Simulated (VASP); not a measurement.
# Sb2Te4O (C2/m) in VASP: further runs

One crystal, Sb2Te4O, is run at these levels: PBE; tasks: equation of state.

Everything below comes from runs of VASP 6.6.1. Logs are shortened: lines on timing, memory, paths and dates and some standing lists are left out, and cuts for length are marked.

## (1) The crystal as given

It takes space group C2/m (No. 12, monoclinic). The conventional cell has a = 9.006 Å, b = 4.179 Å, c = 13.385 Å, α = 90.00°, β = 107.73°, γ = 90.00°. Sb (site symmetry m) has 1 O at 1.98 Å as nearest neighbours. Around Te (site symmetry m) lie 2 Sb at 2.88 Å. Te (site symmetry m) is surrounded by 2 Te at 2.85 Å. O (site symmetry 2/m) has 2 Sb at 1.98 Å as nearest neighbours.

The cell was built by a generator and needn't be a form met in nature.

## (2) Equation of state, PBE, 34.27 Å³/atom

The input, INCAR:

```
PREC = Accurate ; ENCUT = 520
EDIFF = 1E-6 ; ISMEAR = 0
SIGMA = 0.1 ; LREAL = False
LASPH = True ; NELM = 100
ALGO = Normal ; ISIF = 4
LWAVE = False ; LCHARG = False
GGA = PE ; IBRION = 2
NSW = 30 ; EDIFFG = -0.02
KPAR = 8
```

The input, KPOINTS:

```
regular mesh
0
Gamma
  8 8 4
```

The input, POSCAR:

```
Sb2Te4O
1.0
    4.5030770000     -2.0895100000      0.0000000000
    4.5030770000      2.0895100000      0.0000000000
   -4.0770480000      0.0000000000     12.7489980000
Sb Te O
2 4 1
Direct
    0.8687340000      0.8687340000      0.0944610000
    0.1312660000      0.1312660000      0.9055390000
    0.5180190000      0.5180190000      0.2384530000
    0.4819810000      0.4819810000      0.7615470000
    0.7391580000      0.7391580000      0.5696420000
    0.2608420000      0.2608420000      0.4303580000
    0.0000000000      0.0000000000      0.0000000000
```

Potentials or basis: VASP PAW PBE potentials, release 64 (Sb, Te, O).

Command:

```console
> cat potpaw_PBE.64/Sb/POTCAR potpaw_PBE.64/Te/POTCAR potpaw_PBE.64/O/POTCAR > POTCAR
> mpirun -np 8 vasp_std > vasp.out
```

OUTCAR:

```text
PREC = Accurate
   ENCUT = 520
   EDIFF = 1E-6
   ISMEAR = 0
   LREAL = False
   LASPH = True
   NELM = 100
   ISIF = 4
   GGA = PE
   IBRION = 2
   NSW = 30
   EDIFFG = -0.02

 ion  position               nearest neighbor table
   1  0.869  0.869  0.094-   7 1.98   3 2.88   3 2.88   2 3.47   2 3.47
   2  0.131  0.131  0.906-   7 1.98   4 2.88   4 2.88   1 3.47   1 3.47
   3  0.518  0.518  0.238-   1 2.88   1 2.88   6 3.51   6 3.51
   4  0.482  0.482  0.762-   2 2.88   2 2.88   5 3.51   5 3.51
   5  0.739  0.739  0.570-   6 2.85   6 2.85   4 3.51   4 3.51
   6  0.261  0.261  0.430-   5 2.85   5 2.85   3 3.51   3 3.51
   7  0.000  0.000  0.000-   1 1.98   2 1.98

  LATTYP: Found a base centered monoclinic cell.
 ALAT       =     9.0061540000
 B/A-ratio  =     0.4640182702
 C/A-ratio  =     1.4862103236
 COS(beta)  =    -0.3045973930

  Lattice vectors:

 A1 = (   4.5030770000,  -2.0895100000,   0.0000000000)
 A2 = (   4.5030770000,   2.0895100000,   0.0000000000)
 A3 = (  -4.0770480000,   0.0000000000,  12.7489980000)

Analysis of symmetry for initial positions (statically):
=====================================================================
 Subroutine PRICEL returns:
 Original cell was already a primitive cell.

 Routine SETGRP: Setting up the symmetry group for a
 base centered monoclinic supercell.

 Subroutine GETGRP returns: Found  4 space group operations
 (whereof  4 operations were pure point group operations)
 out of a pool of  4 trial point group operations.

The static configuration has the point symmetry C_2h.

Analysis of symmetry for dynamics (positions and initial velocities):
=====================================================================
 Subroutine PRICEL returns:
 Original cell was already a primitive cell.

 Routine SETGRP: Setting up the symmetry group for a
 base centered monoclinic supercell.

 Subroutine GETGRP returns: Found  4 space group operations
 (whereof  4 operations were pure point group operations)
 out of a pool of  4 trial point group operations.

The dynamic configuration has the point symmetry C_2h.

 Subroutine INISYM returns: Found  4 space group operations
 (whereof  4 operations are pure point group operations),
 and found     1 'primitive' translations

----------------------------------------------------------------------------------------

                                     Primitive cell

  volume of cell :     239.9164

  direct lattice vectors                    reciprocal lattice vectors
     4.503077000 -2.089510000  0.000000000     0.111035188 -0.239290551  0.035508343
     4.503077000  2.089510000  0.000000000     0.111035188  0.239290551  0.035508343
    -4.077048000  0.000000000 12.748998000     0.000000000  0.000000000  0.078437537

  length of vectors
     4.964247628  4.964247628 13.385039051     0.266175925  0.266175925  0.078437537

  position of ions in fractional coordinates (direct lattice)
     0.868734000  0.868734000  0.094461000
     0.131266000  0.131266000  0.905539000
     0.518019000  0.518019000  0.238453000
     0.481981000  0.481981000  0.761547000
     0.739158000  0.739158000  0.569642000
     0.260842000  0.260842000  0.430358000
     0.000000000  0.000000000  0.000000000

  ion indices of the primitive-cell ions
   primitive index   ion index
                 1           1
                 2           2
                 3           3
                 4           4
                 5           5
                 6           6
                 7           7

----------------------------------------------------------------------------------------

 KPOINTS: regular mesh

Automatic generation of k-mesh.
 Grid dimensions read from file:
 generate k-points for:    8    8    4

 Generating k-lattice:

  Cartesian coordinates                     Fractional coordinates (reciprocal lattice)
     0.013879398 -0.029911319  0.004438543     0.125000000  0.000000000 -0.000000000
     0.013879398  0.029911319  0.004438543     0.000000000  0.125000000 -0.000000000
     0.000000000  0.000000000  0.019609384     0.000000000  0.000000000  0.250000000

  Length of vectors
     0.033271991  0.033271991  0.019609384

  Shift w.r.t. Gamma in fractional coordinates (k-lattice)
     0.000000000  0.000000000  0.000000000

 Subroutine IBZKPT returns following result:
 ===========================================

 Found     78 irreducible k-points:

 Following reciprocal coordinates:
            Coordinates               Weight
  0.000000  0.000000  0.000000      1.000000
  0.125000  0.000000  0.000000      4.000000
  0.250000  0.000000  0.000000      4.000000
  0.375000 -0.000000 -0.000000      4.000000
  0.500000  0.000000  0.000000      2.000000
  0.125000  0.125000  0.000000      2.000000
[... 16 lines left out ...]
  0.125000  0.000000  0.250000      4.000000
  0.250000  0.000000  0.250000      4.000000
 [... further k-points ...]
   k-points           NKPTS =     78   k-points in BZ     NKDIM =     78   number of bands    NBANDS=     24
   number of dos      NEDOS =    301   number of ions     NIONS =      7
   total plane-waves  NPLWV = 160000
   dimension x,y,z NGX =    40 NGY =   40 NGZ =  100
   dimension x,y,z NGXF=    80 NGYF=   80 NGZF=  200
   ions per type =               2   4   1
   NGX,Y,Z   is equivalent  to a cutoff of  13.40, 13.40, 12.42 a.u.
   NGXF,Y,Z  is equivalent  to a cutoff of  26.79, 26.79, 24.84 a.u.
 SYSTEM =  unknown system
   PREC   = accura    normal or accurate (medium, high low for compatibility)
   ISTART =      0    job   : 0-new  1-cont  2-samecut
   ICHARG =      2    charge: 1-file 2-atom 10-const
   ISPIN  =      1    spin polarized calculation?
   LNONCOLLINEAR =      F non collinear calculations
   LSORBIT =      F    spin-orbit coupling
   LASPH  =      T    aspherical Exc in radial PAW
   ENCUT  =  520.0 eV  38.22 Ry    6.18 a.u.   9.23  9.23 24.89*2*pi/ulx,y,z
   NELM   =    100;   NELMIN=  2; NELMDL= -5     # of ELM steps
   EDIFF  = 0.1E-05   stopping-criterion for ELM
   LREAL  =      F    real-space projection
   EDIFFG = -.2E-01   stopping-criterion for IOM
   NSW    =     30    number of steps for IOM
   IBRION =      2    ionic relax: 0-MD 1-quasi-New 2-CG
   NFREE  =      1    steps in history (QN), initial steepest desc. (CG)
   ISIF   =      4    stress and relaxation
   ISYM   =      2    0-nonsym 1-usesym 2-fastsym
   POTIM  = 0.5000    time-step for ionic-motion
   TEBEG  =    0.0;   TEEND  =   0.0 temperature during run
   PSTRESS=    0.0 pullay stress
   NELECT =      40.0000    total number of electrons
   NUPDOWN=      -1.0000    fix difference up-down
   EMIN   =  10.00;   EMAX   =-10.00  energy-range for DOS
   EFERMI =   0.00;   METHOD = LEGACY
   ISMEAR =     0;   SIGMA  =   0.10  broadening in eV -4-tet -1-fermi 0-gaus
   EFERMI_NEDOS =   21; number of points for ismear=-14 and -15
   IALGO  =     38    algorithm
   IMIX   =      4    mixing-type and parameters
     AMIX     =   0.40;   BMIX     =  1.00
     AMIX_MAG =   1.60;   BMIX_MAG =  1.00
  volume/ion in A,a.u.               =      34.27       231.29
  Fermi-wavevector in a.u.,A,eV,Ry     =   0.901035  1.702709 11.046075  0.811864
  Thomas-Fermi vector in A             =   2.024066
   LORBIT       =      0    0 simple, 1 ext, 2 COOP (PROOUT), +10 PAW based schemes
   GGA     = PE    functional components
   LHFCALC =     F    Hartree Fock is set to
   AEXX    =    0.0000 exact exchange contribution
   IVDW    =     0    specifies the selected vdW correction
   LEPSILON=     F    determine dielectric tensor
   LRPA    =     F    only Hartree local field effects (RPA)
 conjugate gradient relaxation of ions
 non-spin polarized calculation
 Gauss-broadening in eV      SIGMA  =   0.10
  energy-cutoff  :      520.00
  volume of cell :      239.92
 maximum number of plane-waves:      6482
 NGX is ok and might be reduce to    40
   NGX = 19   NGY = 19   NGZ = 49

 number of electron      40.0000003 magnetization

 Free energy of the ion-electron system (eV)
  ---------------------------------------------------
  ext. energy  EPLUGINS =         0.00000000
  ---------------------------------------------------
  free energy    TOTEN  =       -27.07997245 eV

  energy without entropy =      -27.07567007  energy(sigma->0) =      -27.07782126

 E-fermi :   4.7387     XC(G=0):  -8.4296

 val. band max:        4.7383262148   @ k =   0.5000   0.0000   0.5000
 cond. band min:       4.8270528811   @ k =   0.1250   0.1250   0.2500
 fundamental gap:      0.0887266663
 Fermi energy:         4.7387359145

 k-point     1 :       0.0000    0.0000    0.0000
  band No.  band energies     occupation
      1     -14.4918      2.00000
      2      -8.5503      2.00000
      3      -7.6888      2.00000
      4      -7.2413      2.00000
      5      -5.2343      2.00000
      6      -4.2231      2.00000
[... 16 lines left out ...]
     23       5.5308      0.00000
     24       5.7284      0.00000

 k-point     2 :       0.1250    0.0000    0.0000
  band No.  band energies     occupation
      1     -14.4833      2.00000
      2      -8.4268      2.00000
      3      -7.5844      2.00000
      4      -7.1372      2.00000
      5      -5.2860      2.00000
      6      -4.4216      2.00000
[... 16 lines left out ...]
     23       6.1100      0.00000
     24       6.1697      0.00000

 k-point     3 :       0.2500    0.0000    0.0000
  band No.  band energies     occupation
      1     -14.4628      2.00000
      2      -8.0634      2.00000
      3      -7.2809      2.00000
      4      -6.8477      2.00000
      5      -5.4776      2.00000
      6      -4.9427      2.00000
[... 16 lines left out ...]
     23       6.2711      0.00000
     24       6.3790      0.00000

 k-point     4 :       0.3750   -0.0000   -0.0000
  band No.  band energies     occupation
      1     -14.4422      2.00000
      2      -7.4856      2.00000
      3      -6.8148      2.00000
      4      -6.4755      2.00000
      5      -5.9599      2.00000
      6      -5.5619      2.00000
[... 16 lines left out ...]
     23       6.0458      0.00000
     24       6.1392      0.00000

 k-point     5 :       0.5000    0.0000    0.0000
  band No.  band energies     occupation
      1     -14.4337      2.00000
      2      -6.8257      2.00000
      3      -6.6626      2.00000
      4      -6.3380      2.00000
      5      -6.3309      2.00000
      6      -5.9722      2.00000
[... 16 lines left out ...]
     23       5.8674      0.00000
     24       6.0934      0.00000

 k-point     6 :       0.1250    0.1250    0.0000
  band No.  band energies     occupation
      1     -14.4839      2.00000
      2      -8.5222      2.00000
      3      -7.6953      2.00000
      4      -7.2100      2.00000
      5      -5.2972      2.00000
      6      -4.3497      2.00000
[... 16 lines left out ...]
     23       5.6177      0.00000
     24       6.0821      0.00000
[... 379 lines left out ...]
 k-point    21 :       0.5000    0.5000    0.0000
  band No.  band energies     occupation
      1     -14.4369      2.00000
      2      -8.3569      2.00000
      3      -7.6711      2.00000
      4      -7.1479      2.00000
      5      -5.2479      2.00000
      6      -5.0135      2.00000
[... 16 lines left out ...]
     23       5.9606      0.00000
     24       6.1327      0.00000

 k-point    22 :       0.0000    0.0000    0.2500
  band No.  band energies     occupation
      1     -14.4918      2.00000
      2      -8.5561      2.00000
      3      -7.6309      2.00000
      4      -7.3119      2.00000
      5      -5.1369      2.00000
      6      -4.3873      2.00000
[... 16 lines left out ...]
     23       5.5686      0.00000
     24       6.0125      0.00000

 k-point    23 :       0.1250    0.0000    0.2500
  band No.  band energies     occupation
      1     -14.4834      2.00000
      2      -8.4332      2.00000
      3      -7.5220      2.00000
      4      -7.2130      2.00000
      5      -5.1956      2.00000
      6      -4.5358      2.00000
[... 16 lines left out ...]
     23       5.7481      0.00000
     24       6.0253      0.00000

 k-point    24 :       0.2500    0.0000    0.2500
  band No.  band energies     occupation
      1     -14.4628      2.00000
      2      -8.0699      2.00000
      3      -7.2184      2.00000
      4      -6.9262      2.00000
      5      -5.4132      2.00000
      6      -4.9815      2.00000
[... 16 lines left out ...]
     23       6.2566      0.00000
     24       6.4588      0.00000

 [... further k-points ...]

------------------------ aborting loop because EDIFF is reached ----------------------------------------

  FORCE on cell =-STRESS in cart. coord.  units (eV):
  Direction    XX          YY          ZZ          XY          YZ          ZX
  --------------------------------------------------------------------------------------
  -------------------------------------------------------------------------------------
  Total        0.0150359     -0.0156041      0.0202475      0.0000000      0.0000000     -0.0076279
  in kB        0.1004109     -0.1042055      0.1352143      0.0000000      0.0000000     -0.0509395
  external PRESSURE =       0.0438066 kB  Pullay stress =       0.0000000 kB

 VOLUME and BASIS-vectors are now :
 -----------------------------------------------------------------------------
  energy-cutoff  :      520.00
  volume of cell :      239.92
      direct lattice vectors                 reciprocal lattice vectors
     4.503077000 -2.089510000  0.000000000     0.111035188 -0.239290551  0.035508343
     4.503077000  2.089510000  0.000000000     0.111035188  0.239290551  0.035508343
    -4.077048000  0.000000000 12.748998000     0.000000000  0.000000000  0.078437537

 POSITION                                       TOTAL-FORCE (eV/Angst)
 -----------------------------------------------------------------------------------
      7.43883      0.00000      1.20428         0.001772      0.000000     -0.002589
     -2.50972      0.00000     11.54471        -0.001772      0.000000      0.002589
      3.69317      0.00000      3.04004        -0.001414      0.000000      0.000346
      1.23593      0.00000      9.70896         0.001414      0.000000     -0.000346
      4.33451      0.00000      7.26236         0.001399      0.000000     -0.003345
      0.59459      0.00000      5.48663        -0.001399      0.000000      0.003345
      0.00000      0.00000      0.00000         0.000000      0.000000      0.000000
 -----------------------------------------------------------------------------------
    total drift:                                0.000000      0.000000     -0.000000

  FREE ENERGIE OF THE ION-ELECTRON SYSTEM (eV)
  ---------------------------------------------------
  free  energy   TOTEN  =       -27.0799724474 eV

  energy  without entropy=      -27.0756700692  energy(sigma->0) =      -27.07782126

 reached required accuracy - stopping structural energy minimisation
```

Run time: 68 s. Hardware: 8 MPI ranks of Intel Xeon Platinum 8559C (Emerald Rapids), shared host; peak memory 0.72 GiB.

Results:

* Free energy: -27.0800 eV
* Pressure: 0.0 GPa
* Largest force: 0.004 eV/Å
* Band gap on the k mesh: none (metal or under the smearing width)

## (3) Equation of state, PBE, 33.25 Å³/atom (volume scaled by 0.97)

INCAR is that of step 2.

KPOINTS is that of step 2.

POSCAR, as its differences from that of step 2:

```diff
@@ -2,5 +2,5 @@
 1.0
-    4.5030770000     -2.0895100000      0.0000000000
-    4.5030770000      2.0895100000      0.0000000000
-   -4.0770480000      0.0000000000     12.7489980000
+    4.4575882637     -2.0684023953      0.0000000000
+    4.4575882637      2.0684023953      0.0000000000
+   -4.0358628812      0.0000000000     12.6202114373
 Sb Te O
```

Potentials or basis: VASP PAW PBE potentials, release 64 (Sb, Te, O).

Command:

```console
> cat potpaw_PBE.64/Sb/POTCAR potpaw_PBE.64/Te/POTCAR potpaw_PBE.64/O/POTCAR > POTCAR
> mpirun -np 8 vasp_std > vasp.out
```

Run time: 7.3 min. Hardware: 8 MPI ranks of Intel Xeon Platinum 8559C (Emerald Rapids), shared host; peak memory 0.73 GiB.

It converged, with:

```yaml
Free_energy: -27.0745 eV
Pressure: 0.2 GPa
Largest_force: 0.018 eV/Å
Band_gap_on_the_k_mesh: none (metal or under the smearing width)
```

## (4) Equation of state, PBE, 35.30 Å³/atom (volume scaled by 1.03)

INCAR is that of step 3.

KPOINTS is that of step 3.

POSCAR, as its differences from that of step 3:

```diff
@@ -2,5 +2,5 @@
 1.0
-    4.4575882637     -2.0684023953      0.0000000000
-    4.4575882637      2.0684023953      0.0000000000
-   -4.0358628812      0.0000000000     12.6202114373
+    4.5476648206     -2.1101995634      0.0000000000
+    4.5476648206      2.1101995634      0.0000000000
+   -4.1174174373      0.0000000000     12.8752339127
 Sb Te O
```

Command:

```console
> cat potpaw_PBE.64/Sb/POTCAR potpaw_PBE.64/Te/POTCAR potpaw_PBE.64/O/POTCAR > POTCAR
> mpirun -np 8 vasp_std > vasp.out
```

Wall time 5.4 min (8 MPI ranks of Intel Xeon Platinum 8559C (Emerald Rapids), shared host); peak memory 0.78 GiB.

It converged, with:

```yaml
Free_energy: -27.0768 eV
Pressure: -0.2 GPa
Largest_force: 0.014 eV/Å
Band_gap_on_the_k_mesh: none (metal or under the smearing width)
```

## (5) Equation of state, PBE, 32.22 Å³/atom (volume scaled by 0.94)

INCAR is that of step 4.

KPOINTS is that of step 4.

POSCAR, as its differences from that of step 4:

```diff
@@ -2,5 +2,5 @@
 1.0
-    4.5476648206     -2.1101995634      0.0000000000
-    4.5476648206      2.1101995634      0.0000000000
-   -4.1174174373      0.0000000000     12.8752339127
+    4.4111516757     -2.0468549700      0.0000000000
+    4.4111516757      2.0468549700      0.0000000000
+   -3.9938195854      0.0000000000     12.4887413408
 Sb Te O
```

Command:

```console
> cat potpaw_PBE.64/Sb/POTCAR potpaw_PBE.64/Te/POTCAR potpaw_PBE.64/O/POTCAR > POTCAR
> mpirun -np 8 vasp_std > vasp.out
```

Run time: 7.8 min. Hardware: 8 MPI ranks of Intel Xeon Platinum 8559C (Emerald Rapids), shared host; peak memory 0.68 GiB.

It converged, with:

```
Free energy            : -27.0596 eV
Pressure               : 0.5 GPa
Largest force          : 0.013 eV/Å
Band gap on the k mesh : none (metal or under the smearing width)
```

## (6) Equation of state, PBE, 36.33 Å³/atom (volume scaled by 1.06)

INCAR is that of step 5.

KPOINTS is that of step 5.

POSCAR, as its differences from that of step 5:

```diff
@@ -2,5 +2,5 @@
 1.0
-    4.4111516757     -2.0468549700      0.0000000000
-    4.4111516757      2.0468549700      0.0000000000
-   -3.9938195854      0.0000000000     12.4887413408
+    4.5913950496     -2.1304911886      0.0000000000
+    4.5913950496      2.1304911886      0.0000000000
+   -4.1570104184      0.0000000000     12.9990418338
 Sb Te O
```

Potentials or basis: VASP PAW PBE potentials, release 64 (Sb, Te, O).

Command:

```console
> cat potpaw_PBE.64/Sb/POTCAR potpaw_PBE.64/Te/POTCAR potpaw_PBE.64/O/POTCAR > POTCAR
> mpirun -np 8 vasp_std > vasp.out
```

Wall time 14 min (8 MPI ranks of Intel Xeon Platinum 8559C (Emerald Rapids), shared host); peak memory 0.8 GiB.

Results (log left out):

* Free energy: -27.0732 eV
* Pressure: -0.2 GPa
* Largest force: 0.019 eV/Å
* Band gap on the k mesh: 0.17 eV, indirect (least direct gap 0.36 eV)

Caveat: spin-orbit coupling is left out, which moves the levels of the heavy elements.
